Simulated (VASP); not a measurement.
OSZICAR of a VASP run on CdS (zinc blende):

File OSZICAR:
```
       N       E                     dE             d eps       ncg     rms          rms(c)
DAV:   1     0.949805596090E+02    0.94981E+02   -0.81616E+03   432   0.102E+03
DAV:   2    -0.267688902486E+01   -0.97657E+02   -0.94152E+02   506   0.279E+02
DAV:   3    -0.662668118256E+01   -0.39498E+01   -0.39398E+01   501   0.579E+01
DAV:   4    -0.665446716860E+01   -0.27786E-01   -0.27783E-01   471   0.478E+00
DAV:   5    -0.665487919651E+01   -0.41203E-03   -0.41203E-03   496   0.556E-01    0.857E+00
DAV:   6    -0.612889738674E+01    0.52598E+00   -0.10372E+00   588   0.142E+01    0.671E+00
DAV:   7    -0.610880569939E+01    0.20092E-01   -0.22010E-01   426   0.377E+00    0.328E+00
DAV:   8    -0.610899597745E+01   -0.19028E-03   -0.21761E-02   446   0.226E+00    0.322E-01
DAV:   9    -0.610879349037E+01    0.20249E-03   -0.29175E-03   476   0.924E-01    0.840E-02
DAV:  10    -0.610893585717E+01   -0.14237E-03   -0.29483E-04   436   0.186E-01    0.771E-02
DAV:  11    -0.610901140700E+01   -0.75550E-04   -0.11286E-04   434   0.124E-01    0.210E-02
DAV:  12    -0.610900414639E+01    0.72606E-05   -0.50897E-05   518   0.106E-01    0.885E-03
DAV:  13    -0.610900529204E+01   -0.11457E-05   -0.47015E-06   431   0.184E-02    0.515E-03
DAV:  14    -0.610900525029E+01    0.41751E-07   -0.12818E-07   223   0.321E-03
   1 F= -.61090053E+01 E0= -.61090053E+01  d E =-.610901E+01
       N       E                     dE             d eps       ncg     rms          rms(c)
DAV:   1    -0.696381247685E+01   -0.85481E+00   -0.17904E+01   441   0.596E+01    0.820E+00
DAV:   2    -0.623146044271E+01    0.73235E+00   -0.16782E+00   451   0.208E+01    0.289E+00
DAV:   3    -0.614315878323E+01    0.88302E-01   -0.21272E-01   451   0.580E+00    0.258E+00
DAV:   4    -0.613166878873E+01    0.11490E-01   -0.14113E-02   436   0.106E+00    0.624E-01
DAV:   5    -0.613083211243E+01    0.83668E-03   -0.22199E-03   491   0.666E-01    0.130E-01
DAV:   6    -0.613086329912E+01   -0.31187E-04   -0.32738E-04   426   0.221E-01    0.805E-02
DAV:   7    -0.613087968827E+01   -0.16389E-04   -0.27956E-05   461   0.431E-02    0.235E-02
DAV:   8    -0.613087856130E+01    0.11270E-05   -0.64821E-06   451   0.396E-02    0.288E-03
DAV:   9    -0.613087895201E+01   -0.39071E-06   -0.48502E-07   298   0.633E-03
   2 F= -.61308790E+01 E0= -.61308790E+01  d E =-.218737E-01
       N       E                     dE             d eps       ncg     rms          rms(c)
DAV:   1    -0.620271817161E+01   -0.71840E-01   -0.13948E+00   441   0.159E+01    0.195E+00
DAV:   2    -0.614093871755E+01    0.61779E-01   -0.15650E-01   461   0.639E+00    0.660E-01
DAV:   3    -0.613487915134E+01    0.60596E-02   -0.18195E-02   441   0.157E+00    0.555E-01
DAV:   4    -0.613441314613E+01    0.46601E-03   -0.92956E-04   436   0.354E-01    0.130E-01
DAV:   5    -0.613437573861E+01    0.37408E-04   -0.17181E-04   491   0.206E-01    0.476E-02
DAV:   6    -0.613438415187E+01   -0.84133E-05   -0.30569E-05   441   0.706E-02    0.177E-02
DAV:   7    -0.613438373512E+01    0.41675E-06   -0.22268E-06   455   0.108E-02
   3 F= -.61343837E+01 E0= -.61343837E+01  d E =-.253785E-01
```

Question: Which electronic solver shows in the log?

Answer: It is blocked Davidson (ALGO = Normal, or the opening steps of other solvers). The INCAR had ALGO = Normal.

Question: Can the final energy be trusted as converged?

Answer: The run converged. It stopped with EDIFF = 1E-6, NELM = 100, NSW = 40 and EDIFFG = -0.01 after 3 ionic steps (PBE GGA, plane waves, VASP's PBE PAW potentials (set 64)). Energy and stress use the plane-wave basis of the starting cell.

The compound is CdS in the zinc blende structure, a metastable form; wurtzite is the usual one. This run relaxes it. Symmetry was kept, so distortions that lower it aren't found.
